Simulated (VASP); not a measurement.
NiC:

```
CELL_PARAMETERS angstrom
3.19948 0.00000 0.00000
0.00000 3.19948 0.00000
0.00000 0.00000 3.19948
ATOMIC_POSITIONS crystal
Ni 0.00000 0.00000 0.00000
C 0.50000 0.50000 0.50000
```

The cell was built by a generator and needn't be a form met in nature.

Base run:

```yaml
Program: VASP 6.6.1
Functional: PBE
Potentials_or_basis: VASP PAW PBE potentials, release 64 (Ni, C)
Cutoff: 520 eV
k_mesh: 6 × 6 × 6
Occupations: gaussian, width 0.1037 eV
Spin: no spin polarisation
```

Its results: band gap on the k mesh none (metal or under the smearing width); pressure -33.2 GPa.

Task: The run is repeated on the same cell with these changes: further incar settings from ALGO = Normal; EDIFF = 1e-06; NBANDS = 14 to ALGO = Fast; EDIFF = 1e-06; NBANDS = 14; hubbard terms from none to Ni d U = 5.0 eV. What comes out?

Result: Band gap on the k mesh none (metal or under the smearing width); pressure -32.2 GPa.

Caveats: a pressure of tens of GPa on the cell as given is suspect, and the run, the potentials or the cell itself is likely at fault; U without spin polarisation on a metal has little footing (some runs); the U is typed as a test and isn't derived for this compound (some runs).
